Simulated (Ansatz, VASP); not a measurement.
# Cross-check of W20N (N/W(100)) between VASP and Ansatz, part 2 of 3

Wanted: the spread between two codes on one cell, functional and k mesh. Of the first pair: The structure shown is the start of the Ansatz relaxation below; VASP solves that cell, so the two are compared at the walk's first step.

VASP 6.6.1 and Ansatz 0.2.0.

So far: The structure; Ansatz: relaxation, PBE.

**3. VASP: single point, PBE, start cell, pair 1**

Level of this step: PBE, no spin polarisation; plane waves and PAW (W, N) (VASP).

The same cell, functional, mesh and smearing now go to VASP, with its own data sets.

Lines of VASP's logs that name or quote its potential files are left out, and so is its time.

INCAR reads:

```
SYSTEM = W20N
PREC = Accurate
ENCUT = 520
EDIFF = 1E-06
NELM = 120
ISMEAR = -1
SIGMA = 0.1
LREAL = .FALSE.
ALGO = Normal
GGA = PE
NBANDS = 83
LASPH = .TRUE.
LORBIT = 11
LWAVE = .FALSE.
LCHARG = .FALSE.
ISIF = 2
LDIPOL = .TRUE.
IDIPOL = 3
DIPOL = 0.5 0.5 0.496
LVHAR = .TRUE.
GGA_COMPAT = .FALSE.
NELMDL = -8
KPAR = 4
```

POSCAR reads:

```
W20N
1.0
    6.3200000000      0.0000000000      0.0000000000
    0.0000000000      6.3200000000      0.0000000000
    0.0000000000      0.0000000000     24.8862673640
W N
20 1
Direct
    1.0000000000      1.0000000000      0.3616452346
    0.2500000000      0.2500000000      0.4251340647
    1.0000000000      1.0000000000      0.4884998952
    0.2500000000      0.2500000000      0.5545311315
    1.0000000000      1.0000000000      0.6118189111
    1.0000000000      0.5000000000      0.3616452346
    0.2500000000      0.7500000000      0.4251340647
    1.0000000000      0.5000000000      0.4884998952
    0.2500000000      0.7500000000      0.5545311315
    1.0000000000      0.5000000000      0.6118189111
    0.5000000000      1.0000000000      0.3616452346
    0.7500000000      0.2500000000      0.4251340647
    0.5000000000      1.0000000000      0.4884998952
    0.7500000000      0.2500000000      0.5545311315
    0.5000000000      1.0000000000      0.6118189111
    0.5000000000      0.5000000000      0.3616452346
    0.7500000000      0.7500000000      0.4251340647
    0.5000000000      0.5000000000      0.4884998952
    0.7500000000      0.7500000000      0.5545311315
    0.5000000000      0.5000000000      0.6118189111
    0.2500000000      0.2500000000      0.6383547507
```

KPOINTS reads:

```
Automatic mesh
0
Gamma
5 5 1
0 0 0
```

The projector-augmented-wave data sets are W and N (PBE family, release 64).

Command:

```bash
$ mpirun -np 4 vasp_std
```

Numbers of over 12 decimals in the logs are rounded to 6 here.

Log:

```text
[banner, memory and clock lines left out]
running    4 mpi-ranks, on    1 nodes
 distrk:  each k-point on    1 cores,    4 groups
 distr:  one band on    1 cores,    1 groups

 POSCAR found type information on POSCAR W N
 POSCAR found :  2 types and      21 ions
|                                                                             |
|               ----> ADVICE to this user running VASP <----                  |
|                                                                             |
|     You have a (more or less) 'large supercell' and for larger cells it     |
|     might be more efficient to use real-space projection operators.         |
|     Therefore, try LREAL= Auto in the INCAR file.                           |
|     Mind: For very accurate calculation, you might also keep the            |
|     reciprocal projection scheme (i.e. LREAL=.FALSE.).                      |
|                                                                             |

 LDA part: xc-table for (Slater+PW92), standard interpolation
 POSCAR, INCAR and KPOINTS ok, starting setup
 FFT: planning ... GRIDC
 FFT: planning ... GRID_SOFT
 FFT: planning ... GRID
 WAVECAR not read
 entering main loop
       N       E                     dE             d eps       ncg     rms          rms(c)
DAV:   1     0.691425848328E+03    0.69143E+03   -0.44856E+04   996   0.117E+03
DAV:   2    -0.156074064366E+03   -0.84750E+03   -0.78413E+03  1400   0.254E+02
DAV:   3    -0.262616591268E+03   -0.10654E+03   -0.10232E+03  1192   0.891E+01
DAV:   4    -0.271577859955E+03   -0.89613E+01   -0.86855E+01  1648   0.214E+01
DAV:   5    -0.271857953751E+03   -0.28009E+00   -0.27511E+00  1504   0.406E+00
DAV:   6    -0.271878158247E+03   -0.20204E-01   -0.19964E-01  1672   0.788E-01
DAV:   7    -0.271879073183E+03   -0.91494E-03   -0.90840E-03  1512   0.177E-01
DAV:   8    -0.271879161284E+03   -0.88101E-04   -0.87617E-04  1672   0.348E-02    0.838E+01
DAV:   9    -0.284759720066E+03   -0.12881E+02   -0.20475E+02  1792   0.357E+01    0.484E+01
DAV:  10    -0.703597258519E+03   -0.41884E+03   -0.45169E+03  1861   0.159E+02    0.634E+01
DAV:  11    -0.299831444352E+03    0.40377E+03   -0.16524E+03  1673   0.107E+02    0.403E+01
DAV:  12    -0.257481776384E+03    0.42350E+02   -0.49885E+02  1632   0.595E+01    0.211E+01
DAV:  13    -0.251916646026E+03    0.55651E+01   -0.10200E+02  1688   0.249E+01    0.112E+01
DAV:  14    -0.251985012945E+03   -0.68367E-01   -0.12064E+01  1552   0.883E+00    0.911E+00
[...]
DAV:  35    -0.250434934814E+03   -0.23209E-04   -0.18688E-06   920   0.283E-03    0.304E-03
DAV:  36    -0.250434945731E+03   -0.10917E-04   -0.70998E-07   872   0.183E-03    0.340E-03
DAV:  37    -0.250434951511E+03   -0.57806E-05   -0.41620E-07   776   0.144E-03    0.188E-03
DAV:  38    -0.250434958127E+03   -0.66153E-05   -0.85548E-07   880   0.166E-03    0.108E-03
DAV:  39    -0.250434961925E+03   -0.37978E-05   -0.28044E-07   792   0.137E-03    0.990E-04
DAV:  40    -0.250434963338E+03   -0.14131E-05   -0.15369E-07   680   0.959E-04    0.900E-04
DAV:  41    -0.250434964386E+03   -0.10488E-05   -0.10301E-07   712   0.889E-04    0.641E-04
DAV:  42    -0.250434964909E+03   -0.52303E-06   -0.61039E-08   648   0.517E-04
   1 F= -.25043496E+03 E0= -.25010547E+03  d E =-.658993E+00
```

OUTCAR, selected parts (step 3):

```text
ion  position               nearest neighbor table
   1  0.000  0.000  0.362-   2 2.74   7 2.74  12 2.74  17 2.74   3 3.16   6 3.16  11 3.16   6 3.16
                            11 3.16
   2  0.250  0.250  0.425-   3 2.73   8 2.73  13 2.73  18 2.73  11 2.74   6 2.74  16 2.74   1 2.74
                            12 3.16   7 3.16   7 3.16  12 3.16   4 3.22
   3  0.000  0.000  0.488-   2 2.73   7 2.73  12 2.73  17 2.73   4 2.77  14 2.77   9 2.77  19 2.77
                             5 3.07   1 3.16  13 3.16   8 3.16   8 3.16  13 3.16
   4  0.250  0.250  0.555-  21 2.09  10 2.65  15 2.65  20 2.65   5 2.65   8 2.77  18 2.77   3 2.77
                            13 2.77   9 3.16  14 3.16   9 3.16  14 3.16   2 3.22
   5  0.000  0.000  0.612-  21 2.33   9 2.65  14 2.65  19 2.65   4 2.65   3 3.07  10 3.16  15 3.16
                            10 3.16  15 3.16
   6  0.000  0.500  0.362-   2 2.74   7 2.74  12 2.74  17 2.74   8 3.16  16 3.16   1 3.16   1 3.16
                            16 3.16
   7  0.250  0.750  0.425-   3 2.73   8 2.73  13 2.73  18 2.73  11 2.74   6 2.74  16 2.74   1 2.74
                            17 3.16   2 3.16   2 3.16  17 3.16   9 3.22
   8  0.000  0.500  0.488-   2 2.73   7 2.73  12 2.73  17 2.73   4 2.77  14 2.77   9 2.77  19 2.77
                            10 3.07   6 3.16  18 3.16   3 3.16   3 3.16  18 3.16
   9  0.250  0.750  0.555-   5 2.65  10 2.65  15 2.65  20 2.65  13 2.77   8 2.77  18 2.77   3 2.77
                            19 3.16   4 3.16   4 3.16  19 3.16   7 3.22
  10  0.000  0.500  0.612-  21 2.33   9 2.65  14 2.65  19 2.65   4 2.65   8 3.07  20 3.16   5 3.16
                             5 3.16  20 3.16
  11  0.500  0.000  0.362-   2 2.74   7 2.74  12 2.74  17 2.74  13 3.16  16 3.16   1 3.16  16 3.16
                             1 3.16
  12  0.750  0.250  0.425-   3 2.73   8 2.73  13 2.73  18 2.73  11 2.74   6 2.74  16 2.74   1 2.74
                            17 3.16   2 3.16  17 3.16   2 3.16  14 3.22
  13  0.500  0.000  0.488-   2 2.73   7 2.73  12 2.73  17 2.73   4 2.77  14 2.77   9 2.77  19 2.77
                            15 3.07  11 3.16  18 3.16   3 3.16  18 3.16   3 3.16
  14  0.750  0.250  0.555-   5 2.65  10 2.65  15 2.65  20 2.65  13 2.77   8 2.77  18 2.77   3 2.77
                            19 3.16   4 3.16  19 3.16   4 3.16  12 3.22
  15  0.500  0.000  0.612-  21 2.33   9 2.65  14 2.65  19 2.65   4 2.65  13 3.07  20 3.16   5 3.16
                            20 3.16   5 3.16
  16  0.500  0.500  0.362-   2 2.74   7 2.74  12 2.74  17 2.74  18 3.16  11 3.16   6 3.16  11 3.16
                             6 3.16
  17  0.750  0.750  0.425-   3 2.73   8 2.73  13 2.73  18 2.73  11 2.74   6 2.74  16 2.74   1 2.74
                            12 3.16   7 3.16  12 3.16   7 3.16  19 3.22
  18  0.500  0.500  0.488-   2 2.73   7 2.73  12 2.73  17 2.73   4 2.77  14 2.77   9 2.77  19 2.77
                            20 3.07  16 3.16  13 3.16   8 3.16  13 3.16   8 3.16
  19  0.750  0.750  0.555-   5 2.65  10 2.65  15 2.65  20 2.65  13 2.77   8 2.77  18 2.77   3 2.77
                            14 3.16   9 3.16  14 3.16   9 3.16  17 3.22
  20  0.500  0.500  0.612-  21 2.33   9 2.65  14 2.65  19 2.65   4 2.65  18 3.07  15 3.16  10 3.16
                            15 3.16  10 3.16
  21  0.250  0.250  0.638-   4 2.09   5 2.33  10 2.33  15 2.33  20 2.33

  LATTYP: Found a simple tetragonal cell.
 ALAT       =     6.3200000000
 C/A-ratio  =     3.9377005323

 Subroutine GETGRP returns: Found  8 space group operations
 (whereof  2 operations were pure point group operations)

The static configuration has the point symmetry C_1h.
 The point group associated with its full space group is C_4v.

 Found      6 irreducible k-points:

   k-points           NKPTS =      6   k-points in BZ     NKDIM =      6   number of bands    NBANDS=     83

   dimension x,y,z NGX =    48 NGY =   48 NGZ =  192
   dimension x,y,z NGXF=    96 NGYF=   96 NGZF=  384

   ENCUT  =  520.0 eV  38.22 Ry    6.18 a.u.  11.75 11.75 46.27*2*pi/ulx,y,z

   NELECT =     125.0000    total number of electrons

 k-points in reciprocal lattice and weights: Automatic mesh
   0.00000000  0.00000000  0.00000000       0.040
   0.20000000  0.00000000  0.00000000       0.160
   0.40000000  0.00000000  0.00000000       0.160
   0.20000000  0.20000000  0.00000000       0.160
   0.40000000  0.20000000  0.00000000       0.320
   0.40000000  0.40000000  0.00000000       0.160

 dipolmoment           0.000000      0.000000     -0.039251 electrons x Angstroem

 average (electrostatic) potential at core
       1 -45.9324       2 -45.8053       3 -46.0224       4 -45.8012       5 -45.9663
       6 -45.9324       7 -45.7864       8 -46.0224       9 -45.7721      10 -45.9663
      11 -45.9324      12 -45.7864      13 -46.0224      14 -45.7721      15 -45.9663
      16 -45.9324      17 -45.8125      18 -46.0224      19 -45.6462      20 -45.9663
      21 -69.7517

 E-fermi :  -0.2263

 k-point     1 :       0.0000    0.0000    0.0000
  band No.  band energies     occupation
    ...
     59      -0.3535      1.56221
     60      -0.3318      1.48349
     61      -0.2346      1.04139
     62      -0.2169      0.95307
     63      -0.2169      0.95307
     64      -0.0764      0.36507
     65       0.0342      0.13759
     66       0.0342      0.13759
     67       0.4187      0.00315
     68       0.6546      0.00030
    ...

 k-point     2 :       0.2000    0.0000    0.0000
  band No.  band energies     occupation
    ...
     58      -0.6921      1.98121
     59      -0.4738      1.84471
     60      -0.4268      1.76256
     61      -0.2673      1.20208
     62      -0.1445      0.61249
     63      -0.0671      0.33808
     64      -0.0305      0.24744
     65       0.1505      0.04513
     66       0.1720      0.03657
     67       0.4162      0.00324
    ...

 k-point     3 :       0.4000    0.0000    0.0000
  band No.  band energies     occupation
    ...
     58      -0.9430      1.99846
     59      -0.8673      1.99672
     60      -0.6533      1.97242
     61      -0.3592      1.58142
     62      -0.1990      0.86412
     63      -0.0121      0.21016
     64       0.1274      0.05653
     65       0.2081      0.02564
     66       0.2416      0.01840
     67       0.3228      0.00821
    ...

  Total      -27.1726998    -27.1726998     -7.7758104      0.0000000      0.0000000      0.0000000
  in kB      -43.7975133    -43.7975133    -12.5332102      0.0000000      0.0000000      0.0000000
  external PRESSURE =     -33.3760789 kB  Pullay stress =       0.0000000 kB

  energy-cutoff  :      520.00
  volume of cell :      994.02
      direct lattice vectors                 reciprocal lattice vectors
     6.320000000  0.000000000  0.000000000     0.158227848  0.000000000  0.000000000
     0.000000000  6.320000000  0.000000000     0.000000000  0.158227848  0.000000000
     0.000000000  0.000000000 24.886267364     0.000000000  0.000000000  0.040182804

 POSITION                                       TOTAL-FORCE (eV/Angst)
 -----------------------------------------------------------------------------------
      0.00000      0.00000      9.00000         0.031869      0.031869      1.462215
      1.58000      1.58000     10.58000         0.000000     -0.000000     -1.123719
      0.00000      0.00000     12.15694        -0.121786     -0.121786      0.001984
      1.58000      1.58000     13.80021         0.000000     -0.000000     -2.888359
      0.00000      0.00000     15.22589         0.519580      0.519580      0.797967
      0.00000      3.16000      9.00000         0.031869     -0.031869      1.462215
      1.58000      4.74000     10.58000         0.000000     -0.000000     -1.160482
      0.00000      3.16000     12.15694        -0.121786      0.121786      0.001984
      1.58000      4.74000     13.80021         0.000000     -0.000000     -0.190871
      0.00000      3.16000     15.22589         0.519580     -0.519580      0.797967
      3.16000      0.00000      9.00000        -0.031869      0.031869      1.462215
      4.74000      1.58000     10.58000        -0.000000     -0.000000     -1.160482
      3.16000      0.00000     12.15694         0.121786     -0.121786      0.001984
      4.74000      1.58000     13.80021        -0.000000     -0.000000     -0.190871
      3.16000      0.00000     15.22589        -0.519580      0.519580      0.797967
      3.16000      3.16000      9.00000        -0.031869     -0.031869      1.462215
      4.74000      4.74000     10.58000         0.000000      0.000000     -1.555015
      3.16000      3.16000     12.15694         0.121786      0.121786      0.001984
      4.74000      4.74000     13.80021         0.000000      0.000000     -0.705927
      3.16000      3.16000     15.22589        -0.519580     -0.519580      0.797967
      1.58000      1.58000     15.88627         0.000000      0.000000     -0.072936
 -----------------------------------------------------------------------------------
    total drift:                                0.000000      0.000000      0.000488

  FREE ENERGIE OF THE ION-ELECTRON SYSTEM (eV)
  ---------------------------------------------------
  free  energy   TOTEN  =      -250.4349649095 eV

  energy  without entropy=     -249.7759714111  energy(sigma->0) =     -250.10546816

 vacuum level on the upper side and lower side of the slab         3.868         4.046

 total charge
# of ion       s       p       d       tot
------------------------------------------
    1        0.635   0.390   3.979   5.004
    2        0.686   0.690   4.158   5.534
    3        0.672   0.697   4.138   5.508
    4        0.683   0.769   4.354   5.805
    5        0.641   0.486   4.099   5.227
    6        0.635   0.390   3.979   5.004
    7        0.683   0.685   4.164   5.533
    8        0.672   0.697   4.138   5.508
    9        0.700   0.715   4.215   5.629
   10        0.641   0.486   4.099   5.227
   11        0.635   0.390   3.979   5.004
   12        0.683   0.685   4.164   5.533
   13        0.672   0.697   4.138   5.508
   14        0.700   0.715   4.215   5.629
   15        0.641   0.486   4.099   5.227
   16        0.635   0.390   3.979   5.004
   17        0.684   0.686   4.161   5.531
   18        0.672   0.697   4.138   5.508
   19        0.713   0.705   4.241   5.659
   20        0.641   0.486   4.099   5.227
   21        1.260   2.317   0.000   3.577
--------------------------------------------------
tot         14.585  14.261  82.537 111.382

[... 3 further parts left out ...]
```

This run has no spin polarisation, so a moment on W, if there is one, isn't seen. Its electron count is odd, so without a moment it is a metal by construction. The data set W keeps the semicore shell frozen, which is cheaper and a little less accurate.

**4. Differences**

Known differences besides the potentials themselves: the data sets hold 285 valence electrons in Ansatz (on its default PAW (the set named soft_2) files) and 125 in VASP; the cutoff is 420 eV in Ansatz and 520 eV in VASP. Total energies have different zeros and are not compared.

Forces on 9 of the 21 atoms, those with the largest forces and the largest differences (eV/Å; atoms numbered as in POSCAR):

| atom | Ansatz x, y, z | VASP x, y, z |
| --- | --- | --- |
| W1 | 0.033, 0.033, 1.231 | 0.032, 0.032, 1.462 |
| W4 | 0.000, 0.000, -2.929 | 0.000, 0.000, -2.888 |
| W5 | 0.524, 0.524, 1.098 | 0.520, 0.520, 0.798 |
| W6 | 0.033, -0.033, 1.231 | 0.032, -0.032, 1.462 |
| W10 | 0.524, -0.524, 1.098 | 0.520, -0.520, 0.798 |
| W11 | -0.033, 0.033, 1.231 | -0.032, 0.032, 1.462 |
| W15 | -0.524, 0.524, 1.098 | -0.520, 0.520, 0.798 |
| W16 | -0.033, -0.033, 1.231 | -0.032, -0.032, 1.462 |
| W17 | 0.000, 0.000, -1.544 | 0.000, 0.000, -1.555 |

The forces differ by 101 meV/Å r.m.s., which is 14.9 % of the r.m.s. force of 0.675 eV/Å (both taken over all components). With vacuum in the cell, a pressure given here is an average over mostly empty space and none of the material.

**5. What the set-up changes**

Further runs change the set-up of one program: Ansatz's method, potentials or start, or VASP's data sets, cutoff or form of LDA. The table gives that difference for each run.

| run | r.m.s. force difference (meV/Å) |
| --- | --- |
| as above | 101 |
| VASP with the data sets W_sv and N | 22 |

**6. Ansatz: relaxation, PBE**

This run makes the geometry at which the two programs are then compared.

The structure compared here is the end of the Ansatz relaxation.

input.yaml reads:

```yaml
crystal:
  lattice:
    - [6.32, 0.0, 0.0]
    - [0.0, 6.32, 0.0]
    - [0.0, 0.0, 24.886267364]
  atoms:
    - { symbol: W, position: [0.0, 0.0, 0.3616452346] }
    - { symbol: W, position: [0.25, 0.25, 0.4251340647] }
    - { symbol: W, position: [0.0, 0.0, 0.488499913] }
    - { symbol: W, position: [0.25, 0.25, 0.554531112] }
    - { symbol: W, position: [0.0, 0.0, 0.6118188984] }
    - { symbol: W, position: [0.0, 0.5, 0.3616452346] }
    - { symbol: W, position: [0.25, 0.75, 0.4251340647] }
    - { symbol: W, position: [0.0, 0.5, 0.488499913] }
    - { symbol: W, position: [0.25, 0.75, 0.554531112] }
    - { symbol: W, position: [0.0, 0.5, 0.6118188984] }
    - { symbol: W, position: [0.5, 0.0, 0.3616452346] }
    - { symbol: W, position: [0.75, 0.25, 0.4251340647] }
    - { symbol: W, position: [0.5, 0.0, 0.488499913] }
    - { symbol: W, position: [0.75, 0.25, 0.554531112] }
    - { symbol: W, position: [0.5, 0.0, 0.6118188984] }
    - { symbol: W, position: [0.5, 0.5, 0.3616452346] }
    - { symbol: W, position: [0.75, 0.75, 0.4251340647] }
    - { symbol: W, position: [0.5, 0.5, 0.488499913] }
    - { symbol: W, position: [0.75, 0.75, 0.554531112] }
    - { symbol: W, position: [0.5, 0.5, 0.6118188984] }
    - { symbol: "N", position: [0.25, 0.25, 0.6383547654] }
kpoints:
  mp_grid: { grid: [5, 5, 1] }
hamiltonian:
  xc: pbe
scf:
  occupations: { method: fermi_dirac, width: 0.1 }
  convergence: { dr2_threshold: 1.0e-08 }
efield:
  axis: 3
  dipole_correction: true
  ramp_position: 0.97
  ramp_width: 0.06
relax:
  f_tol: 0.02
  max_steps: 60
  constraints: [{ sites: [0, 1, 5, 6, 10, 11, 15, 16] }]
output:
  bader: true
  dos: { projected: true, e_range: [-8, 4] }
  write_potential: true
  write_density: true
  volumetric_format: npy
  elf: true
```

Command:

```bash
$ ansatz run input.yaml --threads 4 --pin off --max-ram 12288MiB --backend cpu --events-out ev --progress --plain --runs-dir out
```

Log:

```text
[...]
Crystal: 21 atoms, lattice volume = 994.017 Å³
Basis set: ecut = 420 eV, 19471 PW (Γ), exchange–correlation on 90×90×360 points (8 copies of the dense FFT grid, shifted against one another)
Bands: 171, of which v1, the nominal top of the filled ones, is band 143 counted from 1 (142 counted from 0)
Symmetry: 8 space group operations
[...]
k-points: 6 of 25
[...]
- { symbol: W, position: [0.488104, 0.488104, 0.614074] }
    - { symbol: N, position: [0.250000, 0.250000, 0.636064] }
--- Bader charges: 21 sites ---
  site symbol  charge [e]  shift [e]
     0      W     -0.0885     0.0000
     1      W      0.0785     0.0000
     2      W      0.0634     0.0000
     3      W      0.2922     0.0006
     4      W      0.2257     0.0005
     5      W     -0.0885     0.0000
     6      W      0.0623     0.0000
     7      W      0.0634     0.0000
[...]
17      W      0.0634     0.0000
    18      W     -0.1234     0.0000
    19      W      0.2257     0.0005
    20      N     -1.4493     0.0027
  estimated error of the sums over rays = 9.1e-4 e
```

(Part 2 of 3 ends here.)

[Lines on the potential files, build, host, timing and source positions are cut from VASP's logs without a mark.]

[Logs are printed without paths, hosts, clocks, repeated set-up lines and the standing remarks that a program may print on its own settings, such as how far it seeks lower states.]

[Hosts, paths, dates, database ids (printed as entryN), source tags and the programs' standing remarks are cut or masked in the printed files.]
